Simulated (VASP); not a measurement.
A run of VASP 6.6.1 is set up as follows.

The input INCAR:

```
ALGO = Fast
EDIFF = 1E-6
ENCUT = 520
GGA = PE
ISIF = 2
ISMEAR = 0
LASPH = True
LCHARG = False
LREAL = False
LWAVE = False
NBANDS = 26
NELM = 100
PREC = Accurate
SIGMA = 0.1
```

KPOINTS

```
k-points
0
Gamma
  10 10 14
```

POSCAR

```
InHgO2
1.0
    4.4365832217      0.0000000000      0.0000000000
    0.0000000000      4.4365832217      0.0000000000
    0.0000000000      0.0000000000      3.2336996687
In Hg O
1 1 2
Direct
    0.5000000000      0.5000000000      0.5000000000
    0.0000000000      0.0000000000      0.0000000000
    0.5000000000      0.0000000000      0.0000000000
    0.0000000000      0.5000000000      0.0000000000
```

Potentials or basis: VASP PAW PBE potentials, release 64 (In_d, Hg, O).

The run is started by

```console
$ cat potpaw_PBE.64/In_d/POTCAR potpaw_PBE.64/Hg/POTCAR potpaw_PBE.64/O/POTCAR > POTCAR
$ mpirun -np 1 vasp_std > vasp.out
```

Question: What does it give for the pressure?

Answer: 0.8 GPa.

Question: What does it give for the band gap on the k mesh?

Answer: None (metal or under the smearing width).

Stress tensor (GPa, compression positive):
```
 1.17  0.00  0.00
 0.00  1.17  0.00
 0.00  0.00 -0.01
```

Caveat: an odd number of electrons without spin polarisation forces a metal; a magnetic or distorted state may lie lower. Spin-orbit coupling is left out, which matters for the levels of Hg.
